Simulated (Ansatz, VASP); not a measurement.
# Cross-check of InGaSbAs between VASP and Ansatz, part 2 of 2

One calculation is typed for both programs; each brings its own data sets. How far apart do they land? The cell is generated by rule, not measured, and may not be a known phase. The cell is taken from a series of runs on this material, whose earlier steps may have relaxed, scaled, displaced or heated it; both programs get it as it stands.

VASP 6.6.1 and Ansatz 0.2.0.

So far. Step 2 (VASP: single point, HSE06): The run ends at a pressure of 0.22 GPa, with forces up to 0.11 eV/Å.

The structure was built from a prototype and need not be the compound's stable phase.

### Step 3. Ansatz: single point, HSE06

Level of this step: Ansatz beside VASP: Kohn-Sham DFT, plane waves, HSE06 (Ansatz).

Ansatz runs on its PAW soft_1 files.

The same cell, functional, mesh and smearing now go to Ansatz, which takes its cutoff from its data sets.

File input.yaml:

```yaml
crystal:
  lattice:
    - [4.3276117743, 0.0, 0.0]
    - [0.0, 4.2854637058, 0.0]
    - [0.0, 0.0, 6.1218509549]
  atoms:
    - { symbol: In, position: [0.0, 0.0, 0.1421167298] }
    - { symbol: As, position: [0.5, 0.0, 0.3902370025] }
    - { symbol: Ga, position: [0.5, 0.5, 0.6075255951] }
    - { symbol: Sb, position: [0.0, 0.5, 0.8533742297] }
kpoints:
  mp_grid: { grid: [4, 4, 4] }
hamiltonian:
  xc: hse06
  pseudopotentials: { kind: paw, azcp: { folder: "./paw" } }
scf:
  occupations: { method: fermi_dirac, width: 0.03 }
  n_extra_bands: 5
output:
  eigenvalues: true
```

On the command line:

```bash
$ ansatz run input.yaml --threads 3 --pin off --max-ram 92160MiB --backend cuda --events-out ev --progress --plain --runs-dir out --devices 1 --max-vram 13GiB
```

Numbers of over 12 decimals in the logs are rounded to 6 here.

Log:

```text
scf.n_extra_bands = 5 over 28 filled bands (N_el = 56.0): the run solves 33 bands
GPUs: using 1 of 1 available (devices: 1).
Engine: ansatz 0.2.0, x86_64-unknown-linux-gnu
Pseudopotentials: kind: paw
Pseudopotential: In, paw, valence charge 13, recommended cutoff 420 eV (normal), <dir>
Pseudopotential: As, paw, valence charge 15, recommended cutoff 420 eV (normal), <dir>
Pseudopotential: Ga, paw, valence charge 13, recommended cutoff 420 eV (normal), <dir>
Pseudopotential: Sb, paw, valence charge 15, recommended cutoff 420 eV (normal), <dir>
Functional definition: HSE06
  parameter a = 0.25
  parameter omega = 0.11/bohr
  exchange = pbe_x - a*pbe_x_sr(omega) + a*exact_x_sr(omega)
  correlation = pbe_c
device memory: the entry about to start is reckoned to put 1.3 GiB on a device that reports 73.1 GiB free (of which the cap on the GPU budget leaves the run 13.0 GiB)
GPU FFT provider: cuFFT
GPU libraries: cuBLAS 13.8.2, cuFFT 12.4.0, cuSOLVER 12.3.4
Crystal: 4 atoms, lattice volume = 113.535 Å³
Basis set: ecut = 420 eV, 2205 PW (Γ)
Bands: 33, of which v1, the nominal top of the filled ones, is band 28 counted from 1 (27 counted from 0)
Symmetry: 4 space group operations
Space group: Pmm2 (ITA 25), of the structure as read, at distance tolerance 4.8e-5 Å
k-points: 27 of 64 (time reversal used)
Non-local potential: In, projectors of the file, l = 0: 2, l = 1: 2, l = 2: 2, l = 3: 1
Non-local potential: As, projectors of the file, l = 0: 2, l = 1: 2, l = 2: 3, l = 3: 1
Non-local potential: Ga, projectors of the file, l = 0: 2, l = 1: 2, l = 2: 3, l = 3: 1
Non-local potential: Sb, projectors of the file, l = 0: 2, l = 1: 2, l = 2: 2, l = 3: 1
PAW form: soft (Blöchl's): semilocal exchange-correlation on the pseudo side does not see the compensation charge
PAW frozen core: In, regenerated for the run's functional, and the local potential with it (the file was generated under x = pbe(κ = 0.804, μ = 0.219515), c = pbe(β = 0.066725))
PAW frozen core: As, regenerated for the run's functional, and the local potential with it (the file was generated under x = pbe(κ = 0.804, μ = 0.219515), c = pbe(β = 0.066725))
PAW frozen core: Ga, regenerated for the run's functional, and the local potential with it (the file was generated under x = pbe(κ = 0.804, μ = 0.219515), c = pbe(β = 0.066725))
PAW frozen core: Sb, regenerated for the run's functional, and the local potential with it (the file was generated under x = pbe(κ = 0.804, μ = 0.219515), c = pbe(β = 0.066725))
PAW one-centre angular grid: In, 590 points (default); XC on 64 Gauss nodes
PAW one-centre angular grid: As, 590 points (default); XC on 64 Gauss nodes
PAW one-centre angular grid: Ga, 590 points (default); XC on 64 Gauss nodes
PAW one-centre angular grid: Sb, 590 points (default); XC on 64 Gauss nodes
Initial density: superposition of atomic densities (chi_scale 0.1, normalization cell, long waves kept (reshape's long-wave potential 0.01 eV rms))
Initial wavefunctions: pseudopotential atomic-orbital guess
GPU buffer pool allocated for 40500 grid points (all kernels)
GPU transforms: local potential and band sums: pruned to the plane-wave sphere, on 30×30×45
Functional: x = pbe(κ = 0.804, μ = 0.219515), c = pbe(β = 0.066725), warm-up for x = pbe(κ = 0.804, μ = 0.219515) + 0.25 (exact − pbe) at short range (hse, ω = 0.207870 Å⁻¹), c = pbe(β = 0.066725); HSE06 as pw.x's `hse` composes it (authors' and Libxc's form: `xc: wpbeh`)
SCF iter   1: F=—  HF=-20722.226929 eV  |F-HF|=—  |Δ(HF+E_count)|=         —  Δρ=3.10e-2  dr2=7.55e-1  ethr=1.00e-1  ⟨swp⟩=5.0  Hψ=2395  notcnv=0
preconditioner: auto → none  [insulator: Δε(μ)=0.144 eV  Ē_g=13.715 eV  σ=0.030 eV  W_gap=0.82  n_scr=28 (ndim 8)  ℏωp=20.9 eV  f_vac=0.009  D(μ)=0.29/eV (n_scr^D=0)]
SCF iter   2: F=—  HF=-20722.236202 eV  |F-HF|=—  |Δ(HF+E_count)|=   9.27e-3  Δρ=1.47e-2  dr2=1.68e-1  ethr=1.35e-3  ⟨swp⟩=6.3  Hψ=2594  notcnv=0  defer=16
preconditioner: auto → Kerker (q_TF=auto, 2.425 Å⁻¹)  [metal: Δε(μ)=0.044 eV  Ē_g=13.560 eV  σ=0.030 eV  W_gap=0.32  n_scr=28 (ndim 8)  ℏωp=20.9 eV  f_vac=0.043  D(μ)=0.67/eV (n_scr^D=2)]
SCF iter   3: F=—  HF=-20722.232432 eV  |F-HF|=—  |Δ(HF+E_count)|=   3.77e-3  Δρ=3.29e-3  dr2=3.34e-2  ethr=3.00e-4  ⟨swp⟩=4.1  Hψ=2081  notcnv=0  defer=6
SCF iter   4: F=—  HF=-20722.226831 eV  |F-HF|=—  |Δ(HF+E_count)|=   5.60e-3  Δρ=1.77e-3  dr2=1.58e-2  ethr=5.96e-5  ⟨swp⟩=4.2  Hψ=2069  notcnv=0  defer=12
SCF iter   5: F=—  HF=-20722.224098 eV  |F-HF|=—  |Δ(HF+E_count)|=   2.73e-3  Δρ=9.02e-4  dr2=1.68e-3  ethr=2.82e-5  ⟨swp⟩=5.7  Hψ=2444  notcnv=0  defer=20
SCF iter   6: F=—  HF=-20722.223971 eV  |F-HF|=—  |Δ(HF+E_count)|=   1.28e-4  Δρ=6.12e-4  dr2=7.70e-4  ethr=3.01e-6  ⟨swp⟩=4.4  Hψ=2217  notcnv=0  defer=3
SCF iter   7: F=—  HF=-20722.224096 eV  |F-HF|=—  |Δ(HF+E_count)|=   1.26e-4  Δρ=3.39e-4  dr2=3.51e-4  ethr=1.37e-6  ⟨swp⟩=4.1  Hψ=2002  notcnv=0  defer=1
SCF iter   8: F=—  HF=-20722.224101 eV  |F-HF|=—  |Δ(HF+E_count)|=   4.45e-6  Δρ=1.68e-4  dr2=9.02e-5  ethr=6.27e-7  ⟨swp⟩=3.1  Hψ=2070  notcnv=0
SCF iter   9: F=—  HF=-20722.224119 eV  |F-HF|=—  |Δ(HF+E_count)|=   1.77e-5  Δρ=7.22e-5  dr2=1.14e-5  ethr=1.61e-7  ⟨swp⟩=3.7  Hψ=2113  notcnv=0
SCF iter  10: F=—  HF=-20722.224129 eV  |F-HF|=—  |Δ(HF+E_count)|=   1.02e-5  Δρ=2.90e-5  dr2=2.51e-6  ethr=2.03e-8  ⟨swp⟩=3.8  Hψ=2117  notcnv=0
[...]
GPU FFT provider: cuFFT
GPU libraries: cuBLAS 13.8.2, cuFFT 12.4.0, cuSOLVER 12.3.4
Initial density: handed on by an earlier stage of this run
Initial wavefunctions: those handed on with the density
GPU buffer pool allocated for 40500 grid points (all kernels)
GPU transforms: local potential and band sums: pruned to the plane-wave sphere, on 30×30×45
Functional: x = pbe(κ = 0.804, μ = 0.219515) + 0.25 (exact − pbe) at short range (hse, ω = 0.207870 Å⁻¹), c = pbe(β = 0.066725); HSE06 as pw.x's `hse` composes it (authors' and Libxc's form: `xc: wpbeh`)
Exchange kernel: α = 0.2500, screened, ω = 0.2079 Å⁻¹, Wigner–Seitz truncation, v(0) = 1042.3947 eV·Å³, q-mesh 4×4×4, nearest image of the exchange supercell L = 17.14 Å, pair-density grid 20×20×27, without the augmentation charges, whose exchange is taken in its separable form by FFT convolution over the k-point mesh (sized by the pseudopotential files, 30×30×45 at the most), smooth part of the exact exchange by density-matrix convolution in up to 6.29 GiB of GPU memory as planned if the GPU has room (build and FFT work areas not counted)
Frozen-core exchange: fock
[...]
eigensolver tolerance schedule calibrated: the retry pair's looser diagonalisation under-reported the residual by θ = 0.38 (0.11/decade); ethr = c·dr2/N_el runs at the constant in force after the calibration composes with the one it found (an armed cap, an earlier calibration), c = 7.7e-2
preconditioner: auto → Kerker (q_TF=auto, 2.425 Å⁻¹)  [metal: Δε(μ)=0.063 eV  Ē_g=15.779 eV  σ=0.030 eV  W_gap=0.48  n_scr=28 (ndim 8)  ℏωp=20.9 eV  f_vac=0.091  D(μ)=0.40/eV (n_scr^D=0)]
[...]
preconditioner: auto → none  [insulator: Δε(μ)=0.073 eV  Ē_g=15.675 eV  σ=0.030 eV  W_gap=0.54  n_scr=28 (ndim 8)  ℏωp=20.9 eV  f_vac=0.091  D(μ)=0.37/eV (n_scr^D=0)]
SCF iter   3: F=—  HF=-20732.265139 eV  |F-HF|=—  |Δ(HF+E_count)|=   1.96e-3  Δρ=1.60e-3  dr2=4.77e-3  ethr=1.15e-5  ⟨swp⟩=4.2  Hψ=2458  notcnv=0
SCF iter   4: F=—  HF=-20732.285430 eV  |F-HF|=—  |Δ(HF+E_count)|=   2.03e-2  Δρ=1.58e-3  dr2=2.04e-3  ethr=2.55e-6  ⟨swp⟩=5.0  Hψ=3270  notcnv=0
SCF iter   5: F=—  HF=-20732.284803 eV  |F-HF|=—  |Δ(HF+E_count)|=   6.27e-4  Δρ=1.37e-4  dr2=1.32e-4  ethr=2.55e-6  ⟨swp⟩=4.0  Hψ=2002  notcnv=0
SCF iter   6: F=—  HF=-20732.285433 eV  |F-HF|=—  |Δ(HF+E_count)|=   6.30e-4  Δρ=2.04e-4  dr2=5.61e-5  ethr=3.45e-8  ⟨swp⟩=5.1  Hψ=3427  notcnv=0
SCF iter   7: F=-20732.285416 eV  HF=-20732.285417 eV  |F-HF|=7.64e-7  |Δ(HF+E_count)|=   1.58e-5  Δρ=2.91e-5  dr2=6.54e-6  ethr=3.45e-8  ⟨swp⟩=4.0  Hψ=1995  notcnv=0
SCF 2 stopped early in 7 iterations: F = -20732.285416 eV  dr2 = 6.54e-6
hybrid outer 1: dexx = +2.421e-2 eV, tail = 1.08e-4 eV
GPU FFT provider: cuFFT
GPU libraries: cuBLAS 13.8.2, cuFFT 12.4.0, cuSOLVER 12.3.4
GPU buffer pool allocated for 40500 grid points (all kernels)
GPU transforms: local potential and band sums: pruned to the plane-wave sphere, on 30×30×45
Exchange kernel: α = 0.2500, screened, ω = 0.2079 Å⁻¹, Wigner–Seitz truncation, v(0) = 1042.3947 eV·Å³, q-mesh 4×4×4, nearest image of the exchange supercell L = 17.14 Å, pair-density grid 20×20×27, without the augmentation charges, whose exchange is taken in its separable form by FFT convolution over the k-point mesh (sized by the pseudopotential files, 30×30×45 at the most), smooth part of the exact exchange by density-matrix convolution in up to 6.29 GiB of GPU memory as planned if the GPU has room (build and FFT work areas not counted)
Frozen-core exchange: fock
SCF iter   1: F=—  HF=-20732.285509 eV  |F-HF|=—  |Δ(HF+E_count)|=         —  Δρ=5.72e-5  dr2=2.52e-6  ethr=9.68e-7  ⟨swp⟩=4.8  Hψ=2016  notcnv=0
preconditioner: auto → none  [insulator: Δε(μ)=0.187 eV  Ē_g=15.693 eV  σ=0.030 eV  W_gap=0.92  n_scr=28 (ndim 8)  ℏωp=20.9 eV  f_vac=0.092  D(μ)=0.08/eV (n_scr^D=0)]
SCF iter   2: F=—  HF=-20732.285513 eV  |F-HF|=—  |Δ(HF+E_count)|=   4.30e-6  Δρ=3.60e-5  dr2=1.14e-6  ethr=3.91e-9  ⟨swp⟩=4.9  Hψ=3047  notcnv=0
SCF iter   3: F=—  HF=-20732.285513 eV  |F-HF|=—  |Δ(HF+E_count)|=   2.47e-7  Δρ=1.55e-5  dr2=1.72e-7  ethr=1.81e-9  ⟨swp⟩=3.1  Hψ=1724  notcnv=0
iter 4 solved again at ethr=2.10e-11 eV; its pass at ethr=2.75e-10 eV (dr2=1.17e-8 eV) is discarded
SCF iter   4: F=-20732.285513 eV  HF=-20732.285513 eV  |F-HF|=1.06e-8  |Δ(HF+E_count)|=   1.66e-8  Δρ=3.00e-6  dr2=2.94e-8  ethr=2.10e-11  ⟨swp⟩=4.3  Hψ=4247  notcnv=0
SCF 3 converged in 4 iterations: F = -20732.285513 eV  dr2 = 2.94e-8
hybrid outer 2: dexx = +2.547e-6 eV, tail = 1.19e-7 eV, Δε = 4.19e-3 eV (about 1.92e-4 eV left of the loop's levels)
hybrid SCF converged: 2 outer / 11 inner (+16 warm-up), last move |dexx| = 2.55e-6 eV, tail = 1.19e-7 eV
Stability not checked: this state was not tested for a lower state beside it, because the functional holds exact exchange (a hybrid, or Hartree-Fock), whose exchange loop this test does not read (fock_operator; see scf.lower_state_search)
Free energy (F): -20732.285513 eV
Frozen-core exchange: fock
Harris-Foulkes:  -20732.285513 eV  (|F-HF|=1.06e-8)
Internal energy: -20732.285187 eV  (E = F + TS)
E sigma→0 (E₀):  -20732.285350 eV
Entropy (-TS):   -0.000326 eV (-0.082 meV/atom)
Fermi energy:    7.605003 eV
--- Per-component energies (eV) ---
  E_band       = -709.271357
  E_kinetic    = 589.654058
  E_local      = -6912.662643  (includes V_loc(G=0)·N_el)
  E_nonlocal   = 228.622843
  E_hartree    = 3495.864893
  E_xc         = -300.876404
  E_vxc        = -247.282757  (∫ρ·V_xc dr)
  E_exx        = -182.238507  (= α·E_x^exact, valence–valence)
  E_paw        = -12664.183708  (= ΣΔE_a)
  E_vpaw       = -994.854323  (= ΣTr[D̂ρ^β])
  E_aug_tail   = 0.000088  (compensation charges beyond the density's cutoff)
  E_ewald      = -4986.354366
  E_core_change = -0.111441  (= ΣΔE_core)
  E_smearing   = -0.000326  (= −TS)
  E_closure    = -0.000000  (closes the sum)
  Σ components = -20732.285513   (vs F -20732.285513, Δ=0.00e0)
--- Band table (eV; the first three rows and the last of 27) ---
  k-point 0: bands = [... 24 lower, 4.5414, 7.1535, 7.2587, 7.5109, 7.6991, 9.1966, 9.6350, 11.2989, ... 1 higher]
  k-point 1: bands = [... 24 lower, 4.7808, 5.2760, 6.6562, 6.9548, 8.9305, 9.4550, 10.2534, 10.9681, ... 1 higher]
  k-point 2: bands = [... 24 lower, 4.9652, 5.2396, 5.9143, 6.3941, 9.2995, 9.5815, 10.6090, 11.3737, ... 1 higher]
  k-point 26: bands = [... 24 lower, 3.8278, 3.9660, 4.0407, 4.1235, 11.9289, 11.9968, 12.0656, 12.3809, ... 1 higher]
```

The column dr2 measures how far the density is from self-consistency, as an energy; F and HF (Harris–Foulkes) agree once it is small.

### Step 4. Comparison

Known differences besides the potentials themselves: exact exchange at q = 0 is treated differently, which shows on coarse meshes; VASP keeps PBE cores, Ansatz makes them for the functional; the data sets hold 56 valence electrons in Ansatz (on its PAW soft_1 files) and 36 in VASP; the cutoff is 420 eV in Ansatz and 400 eV in VASP; VASP takes a coarser grid for exact exchange (PRECFOCK = Fast). Total energies have different zeros and are not compared.

Both answers:

| quantity | Ansatz | VASP | difference |
| --- | --- | --- | --- |
| gap on the k mesh (eV) | 0.188 | 0.201 | -0.013 |

A gap on the mesh is an upper bound, since the band edges may lie between its points.

### Step 5. Results

- difference in gap on the k mesh (single point, HSE06): -0.013 eV

The difference in gap on the k mesh is -0.013 eV (single point, HSE06), within the 0.08 eV picked in this series as the mark of a large difference. The data sets hold unlike numbers of valence electrons (56 in Ansatz and 36 in VASP), so part of the differences comes from the potentials. Such differences can come from data sets, numerical settings and the points named under the comparisons, not from the functional's error against experiment.

[Lines on the potential files, build, host, timing and source positions are cut from VASP's logs without a mark.]

[Logs are printed without paths, hosts, clocks, repeated set-up lines and the standing remarks that a program may print on its own settings, such as how far it seeks lower states.]

[Hosts, paths, dates, database ids (printed as entryN), source tags and the programs' standing remarks are cut or masked in the printed files.]
